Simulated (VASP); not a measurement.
A run of VASP 6.6.1 is set up as follows.

INCAR

```
SYSTEM = Ba2C
  PREC = Accurate
  ENCUT = 520
  EDIFF = 1E-7
  ISMEAR = 0
  SIGMA = 0.1
  LREAL = .FALSE.
  LASPH = .TRUE.
  NELM = 100
  ALGO = Fast
  ISIF = 2
  LWAVE = .FALSE.
  LCHARG = .TRUE.
  GGA = PE
  LELF = .TRUE.
  LVHAR = .TRUE.
  NBANDS = 19
```

The input KPOINTS:

```
Automatic mesh
0
G
  15 15 6
  0 0 0
```

POSCAR

```
Ba2C
1.0
    4.1741897724      0.0000000000      0.0000000000
   -2.0870948862      3.6149543831      0.0000000000
    0.0000000000      0.0000000000      7.5527693468
Ba C
2 1
Direct
    0.3333333333      0.6666666667      0.6984754644
    0.6666666667      0.3333333333      0.3015245356
    0.0000000000      0.0000000000      0.5000000000
```

Potentials or basis: VASP PAW PBE potentials, release 64 (Ba_sv, C).

Run with:

```console
$ cat potpaw_PBE.64/Ba_sv/POTCAR potpaw_PBE.64/C/POTCAR > POTCAR
$ mpirun -np 1 vasp_std > vasp.out
```

Q: Predict the band gap on the k mesh.

A: None (metal or under the smearing width).

Q: Predict the largest force.

A: 0.175 eV/Å.

Forces in eV/Å, atoms in the order of the input:
```
Ba   0.000  0.000  0.175
Ba   0.000  0.000 -0.175
C    0.000  0.000  0.000
```

The run has no spin-orbit coupling, so splittings on Ba are missing.
